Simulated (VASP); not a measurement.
## Pt: Pt into a neighbouring Pt vacancy

Aim: the barrier for one hop in Pt: Pt into a neighbouring Pt vacancy.

Calculated with VASP 6.6.1; PBEsol; plane waves and PAW (Pt).

### 1. The host crystal

Symmetry: Fm-3m, No. 225, cubic system. Conventional cell: a = 3.920 Å, b = 3.920 Å, c = 3.920 Å, α = 90.00°, β = 90.00°, γ = 90.00°. Nearest to Pt lie 12 Pt at 2.77 Å.

### 2. Relax the host

First cell and atoms are relaxed at a raised cutoff, so that later runs start from this functional's own cell.

The input, INCAR:

```
SYSTEM = Pt
PREC = Accurate
ENCUT = 350
EDIFF = 1E-06
NELM = 120
ISMEAR = 1
SIGMA = 0.15
LREAL = .FALSE.
ALGO = Normal
GGA = PS
NBANDS = 11
LASPH = .TRUE.
LORBIT = 11
LWAVE = .FALSE.
LCHARG = .FALSE.
KPAR = 6
IBRION = 2
NSW = 40
ISIF = 3
EDIFFG = -0.02
POTIM = 0.4
```

The input, POSCAR:

```
Pt
1.0
    0.0000000000      1.9600000000      1.9600000000
    1.9600000000      0.0000000000      1.9600000000
    1.9600000000      1.9600000000      0.0000000000
Pt
1
Direct
    0.0000000000      0.0000000000      0.0000000000
```

The input, KPOINTS:

```
Automatic mesh
0
Gamma
14 14 14
0 0 0
```

The projector-augmented-wave data sets are Pt (PBE family, release 64).

Started as:

```bash
mpirun -np 6 vasp_std
```

The log of the run:

```text
[banner, memory and clock lines left out]
running    6 mpi-ranks, on    1 nodes
 distrk:  each k-point on    1 cores,    6 groups
 distr:  one band on    1 cores,    1 groups

 POSCAR found type information on POSCAR Pt
 POSCAR found :  1 types and       1 ions
|                                                                             |
|           W    W    AA    RRRRR   N    N  II  N    N   GGGG   !!!           |
|           W    W   A  A   R    R  NN   N  II  NN   N  G    G  !!!           |
|           W    W  A    A  R    R  N N  N  II  N N  N  G       !!!           |
|           W WW W  AAAAAA  RRRRR   N  N N  II  N  N N  G  GGG   !            |
|           WW  WW  A    A  R   R   N   NN  II  N   NN  G    G                |
|           W    W  A    A  R    R  N    N  II  N    N   GGGG   !!!           |
|                                                                             |
|     For optimal performance we recommend to set                             |
|       NCORE = 2 up to number-of-cores-per-socket                            |
|     NCORE specifies how many cores store one orbital (NPAR=cpu/NCORE).      |
|     This setting can greatly improve the performance of VASP for DFT.       |
|     The default, NCORE=1 might be grossly inefficient on modern             |
|     multi-core architectures or massively parallel machines. Do your        |
|     Unfortunately you need to use the default for GW and RPA                |
|     calculations (for HF NCORE is supported but not extensively tested      |
|     yet).                                                                   |
|                                                                             |

|                                                                             |
|               ----> ADVICE to this user running VASP <----                  |
|                                                                             |
|     You enforced a specific xc type in the INCAR file but a different       |
|     [... a line on the potential file left out ...]
|     I HOPE YOU KNOW WHAT YOU ARE DOING!                                     |
|                                                                             |

 LDA part: xc-table for (Slater+PW92), standard interpolation
 POSCAR, INCAR and KPOINTS ok, starting setup
 FFT: planning ... GRIDC
 FFT: planning ... GRID_SOFT
 FFT: planning ... GRID
 WAVECAR not read
 entering main loop
       N       E                     dE             d eps       ncg     rms          rms(c)
DAV:   1     0.238956478628E+02    0.23896E+02   -0.42562E+03  2619   0.596E+02
DAV:   2    -0.708122586210E+01   -0.30977E+02   -0.29569E+02  2665   0.139E+02
DAV:   3    -0.742206447875E+01   -0.34084E+00   -0.33948E+00  2629   0.136E+01
DAV:   4    -0.742339654410E+01   -0.13321E-02   -0.13320E-02  2621   0.100E+00
DAV:   5    -0.742340707257E+01   -0.10528E-04   -0.10528E-04  2687   0.822E-02    0.133E+01
DAV:   6    -0.701968996024E+01    0.40372E+00   -0.92699E-01  2474   0.758E+00    0.679E+00
DAV:   7    -0.697513958532E+01    0.44550E-01   -0.15558E-01  2639   0.301E+00    0.255E+00
DAV:   8    -0.697107363442E+01    0.40660E-02   -0.47713E-03  2513   0.609E-01    0.600E-01
DAV:   9    -0.697087932380E+01    0.19431E-03   -0.64495E-05  2570   0.754E-02    0.400E-02
DAV:  10    -0.697088341831E+01   -0.40945E-05   -0.18736E-06  2623   0.952E-03    0.657E-03
DAV:  11    -0.697088347907E+01   -0.60762E-07   -0.48777E-08  1363   0.187E-03
   1 F= -.69708835E+01 E0= -.69710706E+01  d E =-.697088E+01
 curvature:   0.00 expect dE= 0.000E+00 dE for cont linesearch  0.000E+00
 trial: gam= 0.00000 g(F)=  0.111E-63 g(S)=  0.295E-02 ort = 0.000E+00 (trialstep = 0.100E+01)
 search vector abs. value=  0.295E-02
 bond charge predicted
       N       E                     dE             d eps       ncg     rms          rms(c)
DAV:   1    -0.699767264467E+01   -0.26789E-01   -0.59849E-01  2384   0.720E+00    0.126E+00
DAV:   2    -0.697077098146E+01    0.26902E-01   -0.69276E-02  2378   0.201E+00    0.462E-01
DAV:   3    -0.696899485426E+01    0.17761E-02   -0.79952E-03  2603   0.653E-01    0.227E-01
DAV:   4    -0.696909541804E+01   -0.10056E-03   -0.33747E-04  2553   0.110E-01    0.247E-02
DAV:   5    -0.696909088847E+01    0.45296E-05   -0.59726E-06  2555   0.218E-02    0.413E-03
DAV:   6    -0.696909215650E+01   -0.12680E-05   -0.33443E-07  1985   0.314E-03    0.698E-04
DAV:   7    -0.696909214939E+01    0.71069E-08   -0.17995E-08  1231   0.949E-04
   2 F= -.69690921E+01 E0= -.69693142E+01  d E =0.179133E-02
 trial-energy change:    0.001791  1 .order    0.001855   -0.002947    0.006658
 step:   0.3155(harm=  0.3068)  dis= 0.00000  next Energy=    -6.971350 (dE=-0.467E-03)
 bond charge predicted
       N       E                     dE             d eps       ncg     rms          rms(c)
DAV:   1    -0.698481296624E+01   -0.15721E-01   -0.28141E-01  2375   0.493E+00    0.814E-01
DAV:   2    -0.697212313731E+01    0.12690E-01   -0.34035E-02  2363   0.139E+00    0.345E-01
DAV:   3    -0.697132475333E+01    0.79838E-03   -0.35506E-03  2618   0.433E-01    0.178E-01
DAV:   4    -0.697135334700E+01   -0.28594E-04   -0.12407E-04  2552   0.654E-02    0.915E-03
DAV:   5    -0.697135426646E+01   -0.91945E-06   -0.17139E-06  2729   0.930E-03
   3 F= -.69713543E+01 E0= -.69715531E+01  d E =-.470787E-03
 curvature:  -0.15 expect dE=-0.305E-06 dE for cont linesearch -0.305E-06
 trial: gam= 0.00000 g(F)=  0.237E-64 g(S)=  0.199E-05 ort =-0.766E-04 (trialstep = 0.863E+00)
 search vector abs. value=  0.199E-05
 reached required accuracy - stopping structural energy minimisation
```

Wall time 3.4 s (6 MPI ranks of Intel Xeon 6975P-C (Granite Rapids), shared host); peak memory 0.75 GiB.

Lines that name or quote the potential files are left out of all logs, and their timing lines are given in words.

Parts of OUTCAR (step 2):

```text
ion  position               nearest neighbor table
   1  0.000  0.000  0.000-

  LATTYP: Found a face centered cubic cell.
 ALAT       =     3.9200000000

 Subroutine GETGRP returns: Found 48 space group operations
 (whereof 48 operations were pure point group operations)

The static configuration has the point symmetry O_h .

 Found    104 irreducible k-points:

   k-points           NKPTS =    104   k-points in BZ     NKDIM =    104   number of bands    NBANDS=     11

   dimension x,y,z NGX =    18 NGY =   18 NGZ =   18
   dimension x,y,z NGXF=    36 NGYF=   36 NGZF=   36

   ENCUT  =  350.0 eV  25.72 Ry    5.07 a.u.   4.23  4.23  4.23*2*pi/ulx,y,z

   NELECT =      10.0000    total number of electrons

 k-points in reciprocal lattice and weights: Automatic mesh
   0.00000000  0.00000000  0.00000000       0.000
   0.07142857  0.00000000  0.00000000       0.003
   0.14285714  0.00000000  0.00000000       0.003
   0.21428571  0.00000000  0.00000000       0.003
   0.28571429  0.00000000  0.00000000       0.003
   0.35714286  0.00000000  0.00000000       0.003
   0.42857143  0.00000000  0.00000000       0.003
   0.50000000  0.00000000  0.00000000       0.001
   0.07142857  0.07142857  0.00000000       0.002
[...]
-0.28571429  0.42857143  0.21428571       0.009
  -0.28571429  0.50000000  0.21428571       0.004

 average (electrostatic) potential at core
       1 -62.7071

 E-fermi :  11.2236

 k-point     1 :       0.0000    0.0000    0.0000
  band No.  band energies     occupation
    ...
      2       7.3868      2.00000
      3       7.3868      2.00000
      4       7.3868      2.00000
      5       9.5948      2.00000
      6       9.5948      2.00000
      7      25.8395      0.00000
      8      30.8417      0.00000
      9      30.8417      0.00000
     10      30.8417      0.00000
     11      36.1678      0.00000

 k-point     2 :       0.0714    0.0000    0.0000
  band No.  band energies     occupation
    ...
      2       7.2939      2.00000
      3       7.4684      2.00000
      4       7.4684      2.00000
      5       9.5490      2.00000
      6       9.5490      2.00000
      7      26.1619      0.00000
      8      29.8032      0.00000
      9      31.1610      0.00000
     10      31.1610      0.00000
     11      37.2915      0.00000

 k-point     3 :       0.1429    0.0000    0.0000
  band No.  band energies     occupation
    ...
      2       7.0825      2.00000
      3       7.6593      2.00000
      4       7.6593      2.00000
      5       9.4808      2.00000
      6       9.4808      2.00000
      7      26.9718      0.00000
      8      27.8541      0.00000
      9      32.0694      0.00000
     10      32.0694      0.00000
     11      37.0118      0.00000

  Total        0.0041447      0.0041447      0.0041447     -0.0000000      0.0000000     -0.0000000
  in kB        0.4435471      0.4435471      0.4435471     -0.0000000      0.0000000     -0.0000000
  external PRESSURE =       0.4435471 kB  Pullay stress =       0.0000000 kB

  energy-cutoff  :      350.00
  volume of cell :       14.97
      direct lattice vectors                 reciprocal lattice vectors
    -0.000000000  1.956192953  1.956192953    -0.255598508  0.255598508  0.255598508
     1.956192953 -0.000000000  1.956192953     0.255598508 -0.255598508  0.255598508
     1.956192953  1.956192953 -0.000000000     0.255598508  0.255598508 -0.255598508

 POSITION                                       TOTAL-FORCE (eV/Angst)
 -----------------------------------------------------------------------------------
      0.00000      0.00000      0.00000         0.000000      0.000000      0.000000
 -----------------------------------------------------------------------------------
    total drift:                                0.000000     -0.000000     -0.000000

  FREE ENERGIE OF THE ION-ELECTRON SYSTEM (eV)
  ---------------------------------------------------
  free  energy   TOTEN  =        -6.9713542665 eV

  energy  without entropy=       -6.9719506536  energy(sigma->0) =       -6.97155306

 reached required accuracy - stopping structural energy minimisation

 total charge
# of ion       s       p       d       tot
------------------------------------------
    1        0.637   0.624   8.041   9.302

[... 3 further parts left out ...]
```

The PAW data sets were made with PBE, which is usual practice but a small mismatch for other functionals. The run keeps the 48 symmetry operations of its start, so it cannot find a distortion of lower symmetry.

The steps of the relaxation:

```
step  energy less that of the first step (eV)  largest force (eV/Å)  pressure (GPa)  volume (Å³)
   1                                   0.0000                0.0000           -1.70        15.06
   2                                   0.0018                0.0000            3.91        14.78
   3                                  -0.0005                0.0000            0.04        14.97
```

```
conventional cell, symmetrised  before  after  change
                         a (Å)   3.920  3.912  -0.2 %
                         b (Å)   3.920  3.912  -0.2 %
                         c (Å)   3.920  3.912  -0.2 %
              volume (Å³/atom)   15.06  14.97  -0.6 %
```

Final coordinates:

```
Pt
1.0
     0.00000    1.95619    1.95619
     1.95619    0.00000    1.95619
     1.95619    1.95619    0.00000
Pt
1
Cartesian
  0.0000 0.0000 0.0000
```

Numbers from this step:

- electronic cycles: 23
- electrons: 10
- free energy (TOTEN): -6.971 eV
- energy at zero smearing: -6.972 eV
- Fermi energy: 11.22 eV
- labelled metallic, from the levels on this mesh: yes

The run ended after 3 ionic steps, 0.000 eV below its first step, once forces and stress met EDIFFG = -0.02.

(Part 1 of 4 ends here.)

[Lines on the potential files, build, host, timing and source positions are cut from VASP's logs without a mark.]

[Logs are printed without paths, hosts, clocks, repeated set-up lines and the standing remarks that a program may print on its own settings, such as how far it seeks lower states.]

[Hosts, paths, dates, database ids (printed as entryN), source tags and the programs' standing remarks are cut or masked in the printed files.]

[Runs that stopped without an error message from VASP are left out.]
